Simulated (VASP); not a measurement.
# Sr2MgBeO6 (P1) in VASP: single point with PBE

Aim: the single point of Sr2MgBeO6 with PBE.

Everything below comes from runs of VASP 6.6.1. Logs are shortened: lines on timing, memory, paths and dates and some standing lists are left out, and cuts for length are marked.

### Step 1. The structure

The typed cell holds 10 atoms: a = 5.393 Å, b = 5.338 Å, c = 5.361 Å, α = 60.08°, β = 60.04°, γ = 90.44°.

The cell was built by a generator and needn't be a form met in nature.

### Step 2. Single point, PBE

The input, INCAR:

```
SYSTEM = Sr2MgBeO6
PREC = Accurate
ENCUT = 520
EDIFF = 1E-6
ISMEAR = -1
SIGMA = 0.1
LREAL = .False.
LASPH = .True.
NELM = 100
ALGO = Fast
ISIF = 2
LWAVE = .False.
LCHARG = .True.
GGA = PE
LELF = .True.
LVHAR = .True.
NBANDS = 41
```

The input, KPOINTS:

```
regular mesh
0
Gamma
  4 4 5
  0 0 0
```

The input, POSCAR:

```
Sr2MgBeO6
1.0
   -0.0205389200      5.3927311800     -0.0015375600
    5.3379597300     -0.0208954300     -0.0195470800
    2.6707808200      2.6863973700     -3.7932167100
Sr Be Mg O
2 1 1 6
Direct
    0.2349200000      0.7443860000      0.4984250000
    0.7492770000      0.2399380000      0.4932790000
    0.9925910000      0.0010810000      0.0114650000
    0.5140700000      0.5160600000      0.9763920000
    0.2444330000      0.2370450000      0.5128490000
    0.7440410000      0.7574670000      0.4987980000
    0.2038880000      0.2574350000      0.0169720000
    0.7809910000      0.7339540000      0.9930150000
    0.2699030000      0.7849910000      0.9889090000
    0.7357000000      0.2060000000      0.0132210000
```

Potentials or basis: VASP PAW PBE potentials, release 64 (Sr_sv, Be, Mg, O).

Launch:

```bash
cat potpaw_PBE.64/Sr_sv/POTCAR potpaw_PBE.64/Be/POTCAR potpaw_PBE.64/Mg/POTCAR potpaw_PBE.64/O/POTCAR > POTCAR
mpirun -np 1 vasp_std > vasp.out
```

OUTCAR:

```text
SYSTEM = Sr2MgBeO6
   PREC = Accurate
   ENCUT = 520
   EDIFF = 1E-6
   ISMEAR = -1
   LREAL = .False.
   LASPH = .True.
   NELM = 100
   ISIF = 2
   GGA = PE

 ion  position               nearest neighbor table
   1  0.235  0.744  0.498-   8 2.53   9 2.54  10 2.57   7 2.61   6 2.65   5 2.67   5 2.67   6 2.75
                             7 2.75  10 2.77   9 2.84   8 2.86   4 3.17   3 3.20   3 3.23   4 3.29
   2  0.749  0.240  0.493-   7 2.46   9 2.50   6 2.56   8 2.58  10 2.66   5 2.67  10 2.70   5 2.72
                             6 2.78   8 2.78   9 2.85   7 2.93   4 3.15   3 3.15   4 3.31   3 3.31
   3  0.993  0.001  0.011-  10 1.77   7 1.79   6 1.84   5 1.89   9 1.89   8 1.89   2 3.15   1 3.20
                             1 3.23   2 3.31   2 3.33   1 3.33   2 3.35   1 3.37
   4  0.514  0.516  0.976-   6 1.81   8 1.91   9 1.96   7 2.01   5 2.03  10 2.04   2 3.15   1 3.17
                             1 3.29   2 3.31   2 3.32   1 3.33   1 3.36   2 3.36
   5  0.244  0.237  0.513-   3 1.89   4 2.03   1 2.67   2 2.67   1 2.67   2 2.72
   6  0.744  0.757  0.499-   4 1.81   3 1.84   2 2.56   1 2.65   1 2.75   2 2.78
   7  0.204  0.257  0.017-   3 1.79   4 2.01   2 2.46   1 2.61   1 2.75   2 2.93
   8  0.781  0.734  0.993-   3 1.89   4 1.91   1 2.53   2 2.58   2 2.78   1 2.86
   9  0.270  0.785  0.989-   3 1.89   4 1.96   2 2.50   1 2.54   1 2.84   2 2.85
  10  0.736  0.206  0.013-   3 1.77   4 2.04   1 2.57   2 2.66   2 2.70   1 2.77

  LATTYP: Found a triclinic cell.
 ALAT       =     9.2290992092
 B/A-ratio  =     0.5778906414
 C/A-ratio  =     0.5808596080
 COS(alpha) =     0.0009011267
 COS(beta)  =     0.2928628921
 COS(gamma) =     0.8627919466

  Lattice vectors:

 A1 = (   5.3138189000,  -0.0218544200,   7.5458017000)
 A2 = (   2.6466399900,   2.6854383800,   3.7721320700)
 A3 = (  -2.6707808200,  -2.6863973700,   3.7932167100)

Analysis of symmetry for initial positions (statically):
=====================================================================
 Subroutine PRICEL returns:
 Original cell was already a primitive cell.

 Routine SETGRP: Setting up the symmetry group for a
 triclinic supercell.

 Subroutine GETGRP returns: Found  1 space group operations
 (whereof  1 operations were pure point group operations)
 out of a pool of  2 trial point group operations.

The static configuration has the point symmetry C_1 .

Analysis of symmetry for dynamics (positions and initial velocities):
=====================================================================
 Subroutine PRICEL returns:
 Original cell was already a primitive cell.

 Routine SETGRP: Setting up the symmetry group for a
 triclinic supercell.

 Subroutine GETGRP returns: Found  1 space group operations
 (whereof  1 operations were pure point group operations)
 out of a pool of  2 trial point group operations.
[... 132 lines left out ...]
   ISMEAR =    -1;   SIGMA  =   0.10  broadening in eV -4-tet -1-fermi 0-gaus
   EFERMI_NEDOS =   21; number of points for ismear=-14 and -15
   IALGO  =     68    algorithm
   IMIX   =      4    mixing-type and parameters
     AMIX     =   0.40;   BMIX     =  1.00
     AMIX_MAG =   1.60;   BMIX_MAG =  1.00
  volume/ion in A,a.u.               =      10.89        73.48
  Fermi-wavevector in a.u.,A,eV,Ry     =   1.342151  2.536298 24.509123  1.801370
  Thomas-Fermi vector in A             =   2.470328
   LORBIT       =      0    0 simple, 1 ext, 2 COOP (PROOUT), +10 PAW based schemes
   GGA     = PE    functional components
   LHFCALC =     F    Hartree Fock is set to
   AEXX    =    0.0000 exact exchange contribution
   IVDW    =     0    specifies the selected vdW correction
   LEPSILON=     F    determine dielectric tensor
   LRPA    =     F    only Hartree local field effects (RPA)
 non-spin polarized calculation
 RMM-DIIS sequential band-by-band and
  energy-cutoff  :      520.00
  volume of cell :      108.89
 maximum number of plane-waves:      2949
   NGX = 21   NGY = 19   NGZ = 19

 number of electron      59.9999995 magnetization

 Free energy of the ion-electron system (eV)
  ---------------------------------------------------
  ext. energy  EPLUGINS =         0.00000000
  ---------------------------------------------------
  free energy    TOTEN  =       -55.97707804 eV

  energy without entropy =      -55.59853550  energy(sigma->0) =      -55.78780677

 E-fermi :   2.2496     XC(G=0): -11.0236

 val. band max:        2.2466060267   @ k =   0.5000  -0.0000   0.2000
 cond. band min:       2.2534639011   @ k =   0.5000   0.0000   0.0000
 fundamental gap:      0.0068578744
 Fermi energy:         2.2496000785

 k-point     1 :       0.0000    0.0000    0.0000
  band No.  band energies     occupation
      1     -29.5118      2.00000
      2     -29.3974      2.00000
      3     -15.1820      2.00000
      4     -14.0144      2.00000
      5     -13.9694      2.00000
      6     -13.9209      2.00000
[... 1045 lines left out ...]
     40      12.0052      0.00000
     41      12.5108      0.00000

 [... further k-points ...]

------------------------ aborting loop because EDIFF is reached ----------------------------------------

  FORCE on cell =-STRESS in cart. coord.  units (eV):
  Direction    XX          YY          ZZ          XY          YZ          ZX
  --------------------------------------------------------------------------------------
  -------------------------------------------------------------------------------------
  Total        4.8366130      5.0882031      8.1425586      0.5464463      0.3279439     -0.2694745
  in kB       71.1672958     74.8692636    119.8119178      8.0405660      4.8254599     -3.9651243
  external PRESSURE =      88.6161590 kB  Pullay stress =       0.0000000 kB

 VOLUME and BASIS-vectors are now :
 -----------------------------------------------------------------------------
  energy-cutoff  :      520.00
  volume of cell :      108.89
      direct lattice vectors                 reciprocal lattice vectors
    -0.020538920  5.392731180 -0.001537560     0.001210186  0.185477099  0.132208985
     5.337959730 -0.020895430 -0.019547080     0.187826674  0.000753221  0.132781058
     2.670780820  2.686397370 -3.793216710    -0.000968393 -0.000079064 -0.264366325

 POSITION                                       TOTAL-FORCE (eV/Angst)
 -----------------------------------------------------------------------------------
      5.29986      2.59027     -1.90555         0.093138      0.497121      0.024605
      2.58283      5.36078     -1.87696         0.670287      0.020939     -0.134739
      0.01600      5.38355     -0.04504        -0.119625     -0.103080     -0.093084
      5.35188      5.38443     -3.71454        -1.028464     -0.476294     -2.276615
      2.63002      2.69092     -1.95036         0.201641     -0.068703     -0.685501
      5.36023      5.33656     -1.90800        -0.604134      0.077540      2.968774
      1.41532      1.13973     -0.06972        -0.959104      0.053072      0.442711
      6.55390      6.86397     -3.78227         1.316707      0.833682     -0.249963
      6.82587      4.09571     -3.76691         0.536805     -1.205454     -0.398842
      1.11982      3.99864     -0.05531        -0.107252      0.371178      0.402652
 -----------------------------------------------------------------------------------
    total drift:                               -0.000273      0.000040      0.000706

  FREE ENERGIE OF THE ION-ELECTRON SYSTEM (eV)
  ---------------------------------------------------
  free  energy   TOTEN  =       -55.9770780441 eV

  energy  without entropy=      -55.5985354955  energy(sigma->0) =      -55.78780677
```

Run time: 9.4 min. Hardware: 1 thread of AMD EPYC 7R13 (Zen 3), shared host; peak memory 0.32 GiB.

What came out:

| Item | Value |
| --- | --- |
| Free energy | -55.9771 eV |
| Pressure | 8.9 GPa |
| Largest force | 3.031 eV/Å |
| Band gap on the k mesh | none (metal or under the smearing width) |

Forces on the atoms (eV/Å):
```
Sr   0.093  0.497  0.025
Sr   0.670  0.021 -0.135
Be  -0.120 -0.103 -0.093
Mg  -1.028 -0.476 -2.277
O    0.202 -0.069 -0.686
O   -0.604  0.078  2.969
O   -0.959  0.053  0.443
O    1.317  0.834 -0.250
O    0.537 -1.205 -0.399
O   -0.107  0.371  0.403
```

Levels at points of the mesh, in eV from the Fermi level:
| k point | band 29 | band 30 | band 31 | band 32 | band 33 | band 34 |
| --- | --- | --- | --- | --- | --- | --- |
| (0.00, 0.00, 0.00) | 0.26 | 0.29 | 0.43 | 0.45 | 6.32 | 6.65 |
| (0.50, 0.00, 0.00) | 0.00 | 0.05 | 0.12 | 0.23 | 8.22 | 8.46 |
| (0.00, 0.50, 0.00) | -0.04 | -0.02 | 0.07 | 0.14 | 8.33 | 8.38 |
| (0.50, 0.50, 0.00) | -0.37 | -0.32 | -0.23 | 0.39 | 8.33 | 8.74 |

Caveat: the k mesh is coarse (spacing up to 0.36 Å⁻¹), so the values aren't converged; forces of over 1 eV/Å show positions far from the minimum, so gaps and moduli don't describe the material at rest.
